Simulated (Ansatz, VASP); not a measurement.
# Y in two plane-wave programs, part 2 of 2

One calculation is typed for both programs; each brings its own data sets. How far apart do they land? Of the first pair: The cell is taken from a series of runs on this material, whose earlier steps may have relaxed, scaled, displaced or heated it; both programs get it as it stands.

VASP 6.6.1 and Ansatz 0.2.0.

So far: Set-up; VASP: relaxation of cell and atoms, LDA; Ansatz: relaxation of cell and atoms, LDA; Side by side; Ansatz: relaxation, LDA.

## (6) VASP: single point, LDA, pair 2

Level of this step: LDA; plane waves and PAW (Y_sv) (VASP).

The same cell, functional (in two slightly different forms), mesh and smearing now go to VASP, with its own data sets.

Contents of INCAR:

```
SYSTEM = Y
PREC = Accurate
ENCUT = 500
EDIFF = 1E-06
NELM = 120
ISMEAR = 1
SIGMA = 0.2
LREAL = .FALSE.
ALGO = Normal
GGA = CA
NBANDS = 17
LASPH = .TRUE.
LORBIT = 11
LWAVE = .FALSE.
LCHARG = .FALSE.
ISIF = 2
GGA_COMPAT = .FALSE.
KPAR = 2
```

Contents of POSCAR:

```
Y
1.0
    3.4360634103      0.0000000000      0.0000000000
   -1.7180317052      2.9757182023      0.0000000000
    0.0000000000      0.0000000000      5.6220597053
Y
2
Direct
    0.3333333333      0.6666666667      0.2500000000
    0.6666666667      0.3333333333      0.7500000000
```

Contents of KPOINTS:

```
Automatic mesh
0
Gamma
15 15 8
0 0 0
```

Potentials, in the order of the species: Y_sv (LDA family, release 64).

Started as:

```sh
$ mpirun -np 2 vasp_std
```

Numbers of over 12 decimals in the logs are rounded to 6 here.

The log of the run:

```text
[... set-up lines as in an earlier step ...]
 entering main loop
       N       E                     dE             d eps       ncg     rms          rms(c)
DAV:   1     0.870939653969E+02    0.87094E+02   -0.11483E+04  4590   0.122E+03
DAV:   2    -0.726454254878E+01   -0.94359E+02   -0.93202E+02  5817   0.266E+02
DAV:   3    -0.140392759294E+02   -0.67747E+01   -0.67149E+01  8038   0.439E+01
DAV:   4    -0.141970308899E+02   -0.15775E+00   -0.15760E+00  5522   0.700E+00
[...]
DAV:  10    -0.138677174173E+02    0.33498E-04   -0.37803E-04  6688   0.147E-01    0.422E-02
DAV:  11    -0.138677189664E+02   -0.15491E-05   -0.18725E-05  6401   0.306E-02    0.389E-02
DAV:  12    -0.138677187523E+02    0.21416E-06   -0.47152E-06  5303   0.189E-02
   1 F= -.13867719E+02 E0= -.13866696E+02  d E =-.306946E-02
```

OUTCAR, selected parts (step 6):

```text
  Total        0.8528754      0.8528754     -0.0530677     -0.0000000      0.0000000      0.0000000
  in kB       23.7710151     23.7710151     -1.4790823     -0.0000000      0.0000000      0.0000000
  external PRESSURE =      15.3543160 kB  Pullay stress =       0.0000000 kB

 POSITION                                       TOTAL-FORCE (eV/Angst)
 -----------------------------------------------------------------------------------
     -0.00000      1.98381      1.40551         0.000000      0.000000      0.000000
      1.71803      0.99191      4.21654        -0.000000      0.000000      0.000000
 -----------------------------------------------------------------------------------
    total drift:                               -0.000000      0.000000     -0.000000

  FREE ENERGIE OF THE ION-ELECTRON SYSTEM (eV)
  ---------------------------------------------------
  free  energy   TOTEN  =       -13.8677187523 eV

  energy  without entropy=      -13.8646492940  energy(sigma->0) =      -13.86669560

[... 1 part as in an earlier step ...]

[... 2 further parts left out ...]
[key lines of the parts left out:]
E-fermi :   3.5333
```

The run ends at a pressure of 1.54 GPa.

## (7) Side by side

What differs besides the data sets and the points named for the pairs above, as far as they apply: Ansatz's pressure holds a Pulay correction, VASP's none. Total energies have different zeros and are not compared.

Both answers:

```tsv
quantity	Ansatz	VASP	difference
pressure (GPa)	1.71	1.54	+0.17
```

## (8) Ansatz: relaxation, LDA

This run makes the geometry at which the two programs are then compared. The cell compared in this pair holds 56.71 Å³, against 57.48 Å³ for the pair before.

The structure compared here is the end of the Ansatz relaxation.

Contents of input.yaml:

```yaml
crystal:
  lattice:
    - [3.4006400762, 0.0, 0.0]
    - [-1.7003200381, 2.9450406951, 0.0]
    - [0.0, 0.0, 5.6220597053]
  atoms:
    - { symbol: "Y", position: [0.3333333333, 0.6666666667, 0.25] }
    - { symbol: "Y", position: [0.6666666667, 0.3333333333, 0.75] }
kpoints:
  mp_grid: { grid: [15, 15, 8] }
hamiltonian:
  xc: lda
  pseudopotentials: { kind: paw, azcp: { folder: soft_1 }, xc_functional: pbe }
scf:
  occupations: { method: methfessel_paxton, width: 0.2 }
output:
  forces: true
  stress: true
  eigenvalues: true
relax:
  adjacent_minimum: "off"
  f_tol: 0.001
  max_steps: 60
  cell: { stress_tol: 0.01, fix: [a, b, gamma] }
```

Started as:

```sh
$ ansatz run input.yaml --threads 4 --pin off --max-ram 10240MiB --backend cpu --events-out ev --progress --plain --runs-dir out
```

The log of the run:

```text
[...]
Crystal: 2 atoms, lattice volume = 56.305 Å³
Basis set: ecut = 420 eV, 1099 PW (Γ)
Bands: 15, of which v1, the nominal top of the filled ones, is band 11 counted from 1 (10 counted from 0)
Symmetry: 24 space group operations
[...]
k-points: 135 of 1800
[...]
k-point 134: bands = [... 7 lower, -11.0873, 10.4164, 10.4164, 10.5214, 10.5214, 11.5562, 11.5562, 13.7302]
--- Relaxed structure (3 steps of the walk, 3 accepted, 1 SCFs on fresh bases) ---
[...]
cell:  # Å, volume = 56.7142 Å³
    - [3.400640, 0, 0]
    - [-1.700320, 2.945041, 3.959872327190729e-19]
    - [0, 7.559365371694012e-19, 5.662913]
  atoms:
    - { symbol: Y, position: [0.333333, 0.666667, 0.25] }
    - { symbol: Y, position: [0.666667, 0.333333, 0.75] }
[key lines of the parts left out:]
SCF converged after 5 iterations
Free energy (F): -7491.100956 eV
Fermi energy:    10.915086 eV
P = ⅓ Tr σ = 2.3325 GPa (23.325 kbar)
```

## (9) VASP: single point, LDA, pair 3

The same cell, functional (in two slightly different forms), mesh and smearing now go to VASP, with its own data sets.

INCAR is that of step 6.

Contents of POSCAR:

```
Y
1.0
    3.4006400762      0.0000000000      0.0000000000
   -1.7003200381      2.9450406951      0.0000000000
    0.0000000000      0.0000000000      5.6629129314
Y
2
Direct
    0.3333333333      0.6666666667      0.2500000000
    0.6666666667      0.3333333333      0.7500000000
```

KPOINTS is that of step 6.

Started as:

```sh
$ mpirun -np 2 vasp_std
```

The log of the run:

```text
[... set-up lines as in an earlier step ...]
 entering main loop
       N       E                     dE             d eps       ncg     rms          rms(c)
DAV:   1     0.860366957297E+02    0.86037E+02   -0.11308E+04  4614   0.122E+03
DAV:   2    -0.715782997494E+01   -0.93195E+02   -0.91909E+02  5777   0.265E+02
DAV:   3    -0.139903810884E+02   -0.68326E+01   -0.67636E+01  8054   0.441E+01
DAV:   4    -0.141626814727E+02   -0.17230E+00   -0.17209E+00  5538   0.713E+00
[...]
DAV:  10    -0.138463510940E+02    0.37661E-04   -0.38772E-04  6877   0.146E-01    0.430E-02
DAV:  11    -0.138463525096E+02   -0.14156E-05   -0.18375E-05  6183   0.307E-02    0.423E-02
DAV:  12    -0.138463523448E+02    0.16481E-06   -0.43993E-06  5337   0.183E-02
   1 F= -.13846352E+02 E0= -.13845548E+02  d E =-.241222E-02
```

Parts of OUTCAR (step 9):

```text
  Total        1.1704707      1.1704707     -0.0550723      0.0000000      0.0000000      0.0000000
  in kB       33.0658173     33.0658173     -1.5557944      0.0000000      0.0000000      0.0000000
  external PRESSURE =      21.5252801 kB  Pullay stress =       0.0000000 kB

 POSITION                                       TOTAL-FORCE (eV/Angst)
 -----------------------------------------------------------------------------------
     -0.00000      1.96336      1.41573        -0.000000      0.000000      0.000000
      1.70032      0.98168      4.24718         0.000000     -0.000000      0.000000
 -----------------------------------------------------------------------------------
    total drift:                                0.000000     -0.000000      0.000000

  FREE ENERGIE OF THE ION-ELECTRON SYSTEM (eV)
  ---------------------------------------------------
  free  energy   TOTEN  =       -13.8463523448 eV

  energy  without entropy=      -13.8439401200  energy(sigma->0) =      -13.84554827

[... 1 part as in an earlier step ...]

[... 2 further parts left out ...]
[key lines of the parts left out:]
E-fermi :   3.6076
```

The run ends at a pressure of 2.15 GPa.

## (10) Comparison

Compared:

```tsv
quantity	Ansatz	VASP	difference
pressure (GPa)	2.33	2.15	+0.18
```

## (11) What came out

```
difference in volume (relaxation of cell and atoms, LDA) : 0.34 %
difference in pressure (single point, LDA, pair 2)       : 0.17 GPa
difference in pressure (single point, LDA, pair 3)       : 0.18 GPa
```

In words: The difference in volume is 0.34 % (relaxation of cell and atoms, LDA), within the 1.2 % picked in this series as the mark of a large difference, as far as the stopping tolerances let one tell. 5 further runs of this series are not shown here. How closely two codes agree says nothing of how well the functional describes the real material.

[Lines on the potential files, build, host, timing and source positions are cut from VASP's logs without a mark.]

[Logs are printed without paths, hosts, clocks, repeated set-up lines and the standing remarks that a program may print on its own settings, such as how far it seeks lower states.]

[Hosts, paths, dates, database ids (printed as entryN), source tags and the programs' standing remarks are cut or masked in the printed files.]
